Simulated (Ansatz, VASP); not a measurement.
# Cross-check of Ge2WN4 (WGe2N4 bilayer, AB) between VASP and Ansatz

Aim: how closely do two programs agree when they are given the same cell, functional and k mesh? Of the first pair: The structure shown is the start of the Ansatz relaxation below; VASP solves that cell, so the two are compared at the walk's first step.

Method: plane waves, with VASP 6.6.1 beside it; single point at PBE with D3(BJ), in Ansatz 0.2.0.

## (1) The structure

The cell holds 14 atoms: 8 N, 4 Ge and 2 W. Cell: a = 3.020 Å, b = 3.020 Å, c = 66.829 Å, α = 90.0°, β = 90.0°, γ = 120.0°. Vacuum lies along c.

As a file:

```xyz
14
Lattice="3.0200 0.0000 0.0000 -1.5100 2.6154 0.0000 0.0000 0.0000 66.8291" Properties=species:S:1:pos:R:3
N     0.0000    0.0000   24.4500
N     0.0000    1.7436   26.8778
N     0.0000    1.7436   29.3868
N     0.0000    0.0000   31.8145
N     0.0000    1.7436   35.0145
N     1.5100    0.8718   37.4423
N     1.5100    0.8718   39.9513
N     0.0000    1.7436   42.3791
Ge    0.0000    1.7436   25.0378
Ge    0.0000    1.7436   31.2268
Ge    1.5100    0.8718   35.6023
Ge    1.5100    0.8718   41.7913
W     0.0000    0.0000   28.1323
W     0.0000    1.7436   38.6968
```

## (2) Ansatz: relaxation, PBE with D3(BJ)

Ansatz runs on its default PAW (the set named soft_2) files.

The two programs are compared at the cell with which this relaxation starts, whose forces are those of its first step.

Contents of input.yaml:

```yaml
crystal:
  lattice:
    - [3.02, 0.0, 0.0]
    - [-1.51, 2.6153967194, 0.0]
    - [0.0, 0.0, 66.8290571678]
  atoms:
    - { symbol: "N", position: [0.0, 0.0, 0.36585882] }
    - { symbol: Ge, position: [0.3333333333, 0.6666666667, 0.3746538585] }
    - { symbol: "N", position: [0.3333333333, 0.6666666667, 0.4021867922] }
    - { symbol: W, position: [0.0, 0.0, 0.4209585693] }
    - { symbol: "N", position: [0.3333333333, 0.6666666667, 0.4397303464] }
    - { symbol: Ge, position: [0.3333333333, 0.6666666667, 0.4672632801] }
    - { symbol: "N", position: [0.0, 0.0, 0.4760583185] }
    - { symbol: "N", position: [0.3333333333, 0.6666666667, 0.5239416815] }
    - { symbol: Ge, position: [0.6666666667, 0.3333333333, 0.5327367199] }
    - { symbol: "N", position: [0.6666666667, 0.3333333333, 0.5602696536] }
    - { symbol: W, position: [0.3333333333, 0.6666666667, 0.5790414307] }
    - { symbol: "N", position: [0.6666666667, 0.3333333333, 0.5978132078] }
    - { symbol: Ge, position: [0.6666666667, 0.3333333333, 0.6253461415] }
    - { symbol: "N", position: [0.3333333333, 0.6666666667, 0.63414118] }
  periodic: [true, true, false]
kpoints:
  mp_grid: { grid: [12, 12, 1] }
hamiltonian:
  xc: pbe
  dispersion: d3bj
scf:
  occupations: { method: fermi_dirac, width: 0.05 }
  convergence: { dr2_threshold: 1.0e-09 }
relax:
  f_tol: 0.004
  max_steps: 90
  cell: {}
output:
  write_potential: true
  write_density: true
  volumetric_format: npy
```

The run is started by

```bash
ansatz run input.yaml --threads 8 --pin off --max-ram 12288MiB --backend cpu --events-out ev --progress --plain --runs-dir out
```

Numbers of over 12 decimals in the logs are rounded to 6 here.

Output:

```text
Warning: relax.cell: scf.convergence.dr2_threshold = 1e-9 eV is looser than the 1.79479762232e-10 eV advised for a relaxation that steers and ends on the stress (1e-10 eV for each atom of the cell: 14, times the square of relax.cell.stress_2d_tol = 0.05 N/m over 27.9 Å (the atoms' height at the walk's start and 5 Å past either face), 1.790e-2 GPa, over a crystal's default 0.05). What an SCF threshold leaves in a stress goes as its square root, and in the free energy as the threshold itself, and one threshold admits the most on a small cell: [figures from the program's tests cut] Set scf.convergence.dr2_threshold to 1.79479762232e-10 eV or tighter. [rest of the remark cut]
Engine: ansatz 0.2.0, x86_64-unknown-linux-gnu
Pseudopotentials: kind: paw
Pseudopotential: N, paw, valence charge 5, recommended cutoff 420 eV (normal), N.paw.azcp
Pseudopotential: Ge, paw, valence charge 14, recommended cutoff 420 eV (normal), Ge.paw.azcp
Pseudopotential: W, paw, valence charge 14, recommended cutoff 420 eV (normal), W.paw.azcp
Functional definition: PBE
  parameter kappa = 0.804
  parameter beta = 0.066725
  exchange = pbe_x(kappa = kappa, mu = beta*pi^2/3)
  correlation = pbe_c(beta = beta)
Crystal: 14 atoms, lattice volume = 527.849 Å³
Basis set: ecut = 420 eV, 10135 PW (Γ), exchange–correlation on 48×48×900 points (8 copies of the dense FFT grid, shifted against one another)
Bands: 76, of which v1, the nominal top of the filled ones, is band 62 counted from 1 (61 counted from 0)
Symmetry: 6 space group operations
Space group: P3m1 (ITA 156), of the structure as read, at distance tolerance 8.1e-5 Å
k-points: 19 of 144 (time reversal used)
Non-local potential: N, projectors of the file, l = 0: 2, l = 1: 2, l = 2: 1
Non-local potential: Ge, projectors of the file, l = 0: 2, l = 1: 2, l = 2: 3, l = 3: 1
Non-local potential: W, projectors of the file, l = 0: 3, l = 1: 2, l = 2: 2, l = 3: 1
PAW form: soft (Blöchl's): semilocal exchange-correlation on the pseudo side does not see the compensation charge
PAW one-centre angular grid: N, 110 points (default); XC on 64 Gauss nodes
PAW one-centre angular grid: Ge, 590 points (default); XC on 64 Gauss nodes
PAW one-centre angular grid: W, 590 points (default); XC on 64 Gauss nodes
Initial density: superposition of atomic densities (neutral atoms: chi_scale 0, normalization atom), corrected by the library's trained network
Initial wavefunctions: pseudopotential atomic-orbital guess
Functional: x = pbe(κ = 0.804, μ = 0.219515), c = pbe(β = 0.066725)
SCF iter   1: F=—  HF=-41027.817808 eV  |F-HF|=—  |Δ(HF+E_count)|=         —  Δρ=3.03e-3  dr2=5.55e-2  ethr=1.77e-3  ⟨swp⟩=12.0  Hψ=8877  notcnv=0  defer=28
preconditioner: auto → Resta (q_TF=auto, 2.143 Å⁻¹)  ε∞=1.9  [insulator: Δε(μ)=1.604 eV  Ē_g=18.097 eV  σ=0.050 eV  W_gap=1.00  n_scr=44 (ndim 8)  ℏωp=16.8 eV  f_vac=0.687  D(μ)=0.00/eV (n_scr^D=0)  ε∞_Penn≈1.9  vacuum switching on, ρ_ref=2.4e-2 e/Å³]
SCF iter   2: F=—  HF=-41027.825957 eV  |F-HF|=—  |Δ(HF+E_count)|=   8.15e-3  Δρ=2.18e-3  dr2=4.56e-2  ethr=4.48e-5  ⟨swp⟩=4.6  Hψ=4593  notcnv=0  defer=132
SCF iter   3: F=—  HF=-41027.822048 eV  |F-HF|=—  |Δ(HF+E_count)|=   3.91e-3  Δρ=1.24e-3  dr2=8.45e-3  ethr=3.68e-5  ⟨swp⟩=2.6  Hψ=1954  notcnv=0  defer=132
SCF iter   4: F=—  HF=-41027.823517 eV  |F-HF|=—  |Δ(HF+E_count)|=   1.47e-3  Δρ=6.82e-4  dr2=3.63e-3  ethr=6.81e-6  ⟨swp⟩=3.2  Hψ=2483  notcnv=0  defer=132
SCF iter   5: F=—  HF=-41027.823613 eV  |F-HF|=—  |Δ(HF+E_count)|=   9.57e-5  Δρ=1.60e-4  dr2=7.21e-5  ethr=2.93e-6  ⟨swp⟩=3.1  Hψ=2341  notcnv=0  defer=132
SCF iter   6: F=—  HF=-41027.823685 eV  |F-HF|=—  |Δ(HF+E_count)|=   7.21e-5  Δρ=6.87e-5  dr2=1.25e-5  ethr=5.81e-8  ⟨swp⟩=3.4  Hψ=3225  notcnv=0  defer=132
SCF iter   7: F=—  HF=-41027.823697 eV  |F-HF|=—  |Δ(HF+E_count)|=   1.17e-5  Δρ=3.13e-5  dr2=4.57e-6  ethr=1.01e-8  ⟨swp⟩=3.7  Hψ=3283  notcnv=0  defer=132
SCF iter   8: F=—  HF=-41027.823793 eV  |F-HF|=—  |Δ(HF+E_count)|=   9.62e-5  Δρ=1.34e-5  dr2=9.37e-7  ethr=3.69e-9  ⟨swp⟩=3.1  Hψ=2615  notcnv=0  defer=132
SCF iter   9: F=—  HF=-41027.823793 eV  |F-HF|=—  |Δ(HF+E_count)|=   2.14e-7  Δρ=3.96e-6  dr2=6.55e-8  ethr=7.55e-10  ⟨swp⟩=3.0  Hψ=2554  notcnv=0  defer=132
SCF iter  10: F=—  HF=-41027.823793 eV  |F-HF|=—  |Δ(HF+E_count)|=   1.20e-7  Δρ=1.54e-6  dr2=4.42e-8  ethr=5.28e-11  ⟨swp⟩=3.1  Hψ=3085  notcnv=0  defer=132
[...]
WARN: The output density's exchange-correlation potential varies sharply where the density is thin. Do not read a vacuum level from v_tot or v_xc, or from such a field of the output density. On a cell that repeats whose density bears no net charge and no dipole along the vacuum's axis use v_es (v_loc + v_h of the components); under efield.dipole_correction with no amplitude use v_es + v_field, which holds any externa [...]
SCF converged after 3 iterations
Free energy (F): -41028.024666 eV
Harris-Foulkes:  -41028.024666 eV  (|F-HF|=3.86e-10)
Internal energy: -41028.024666 eV  (E = F + TS)
E sigma→0 (E₀):  -41028.024666 eV
Entropy (-TS):   -0.000000 eV (-0.000 meV/atom)
Fermi energy:    -4.622886 eV
--- Per-component energies (eV) ---
  E_band       = -2974.586316
  E_kinetic    = 2398.074506
  E_local      = -1807473.514080  (includes V_loc(G=0)·N_el)
  E_nonlocal   = 2058.055352
  E_hartree    = 901535.932988
  E_xc         = -1316.827493
  E_vxc        = -1347.980510  (∫ρ·V_xc dr)
  E_paw        = -26238.511055  (= ΣΔE_a)
  E_vpaw       = -1681.095389  (= ΣTr[D̂ρ^β])
  E_aug_tail   = 0.001940  (compensation charges beyond the density's cutoff)
  E_ewald      = 888012.433190
  E_disp       = -3.670014  (pairwise vdW)
  E_smearing   = -0.000000  (= −TS)
  E_closure    = -0.000000  (closes the sum)
  Σ components = -41028.024666   (vs F -41028.024666, Δ=0.00e0)
--- Forces (eV/Å), atoms counted from 1 ---
  atom   1  N      0.00000000    -0.00000000    -0.00010489
  atom   2  Ge     0.00000000     0.00000000     0.00002949
  atom   3  N      0.00000000    -0.00000000    -0.00006879
  atom   4  W      0.00000000    -0.00000000     0.00002159
  atom   5  N      0.00000000    -0.00000000    -0.00003264
  atom   6  Ge    -0.00000000     0.00000000     0.00006413
  atom   7  N      0.00000000    -0.00000000    -0.00004398
  atom   8  N     -0.00000000    -0.00000000     0.00003174
  atom   9  Ge     0.00000000     0.00000000    -0.00007337
  atom  10  N      0.00000000    -0.00000000     0.00005186
  atom  11  W      0.00000000    -0.00000000    -0.00001526
  atom  12  N      0.00000000    -0.00000000     0.00008787
  atom  13  Ge    -0.00000000     0.00000000    -0.00005336
  atom  14  N      0.00000000    -0.00000000     0.00010864
  max |Σ_I F_I| component: 3.03e-6 eV/Å
--- 2D stress c σ (N/m, compression-positive) ---
       -0.003566      -0.000000      -0.000000
       -0.000000      -0.003566       0.000000
       -0.000000       0.000000      -0.000000
  P = ½ c Tr σ = -0.0036 N/m
--- Band table (eV; the first three rows and the last of 19) ---
  k-point 0: bands = [... 58 lower, -7.8128, -7.2714, -5.6434, -5.3965, -3.5080, -3.3803, -3.2806, -3.1256, ... 10 higher]
  k-point 1: bands = [... 58 lower, -7.5965, -7.2179, -5.5392, -5.3760, -3.4868, -3.3374, -3.2193, -3.0247, ... 10 higher]
  k-point 2: bands = [... 58 lower, -7.6105, -7.3205, -5.8454, -5.7371, -3.4598, -3.2666, -2.9750, -2.7949, ... 10 higher]
  k-point 18: bands = [... 58 lower, -7.5392, -7.4325, -6.0367, -5.9297, -3.9265, -3.8183, -1.8777, -1.8198, ... 10 higher]
  the weakly bound empty levels are not read free of the cell's end (no_gap_told)
--- Relaxed structure (7 steps of the walk, 7 accepted, 2 SCFs on fresh bases) ---
  F+E_penalty+E_count = -41028.02466575 eV   max|allowed force component| = 1.084e-4 eV/Å   (the final SCF, on the basis selected at the relaxed cell)
  cell:  # Å, volume = 519.9994 Å³
    - [2.997460, 0, 0]
    - [-1.498730, 2.595877, 0]
    - [0, 0, 66.8290571678]
  atoms:
    - { symbol: N, position: [4.6207424167004267e-17, -7.552537548908527e-19, 0.367238] }
    - { symbol: Ge, position: [0.333333, 0.666667, 0.376756] }
    - { symbol: N, position: [0.333333, 0.666667, 0.404846] }
    - { symbol: W, position: [4.84845525407827e-17, -7.552537548908606e-19, 0.423141] }
    - { symbol: N, position: [0.333333, 0.666667, 0.441431] }
    - { symbol: Ge, position: [0.333333, 0.666667, 0.469500] }
    - { symbol: N, position: [5.0386123958322714e-17, -7.552537548908478e-19, 0.478911] }
    - { symbol: N, position: [0.333333, 0.666667, 0.521070] }
    - { symbol: Ge, position: [0.666667, 0.333333, 0.530505] }
    - { symbol: N, position: [0.666667, 0.333333, 0.558572] }
    - { symbol: W, position: [0.333333, 0.666667, 0.576862] }
    - { symbol: N, position: [0.666667, 0.333333, 0.595157] }
    - { symbol: Ge, position: [0.666667, 0.333333, 0.623247] }
    - { symbol: N, position: [0.333333, 0.666667, 0.632764] }
```

In the SCF lines HF is the Harris–Foulkes energy and dr2 the Hartree energy of the density residual, in eV; the loop may stop once dr2 is under the threshold and the program's other checks hold. Hψ counts applications of the Hamiltonian.

(Continued in part 2 of 3.)

[Lines on the potential files, build, host, timing and source positions are cut from VASP's logs without a mark.]

[Logs are printed without paths, hosts, clocks, repeated set-up lines and the standing remarks that a program may print on its own settings, such as how far it seeks lower states.]

[Hosts, paths, dates, database ids (printed as entryN), source tags and the programs' standing remarks are cut or masked in the printed files.]
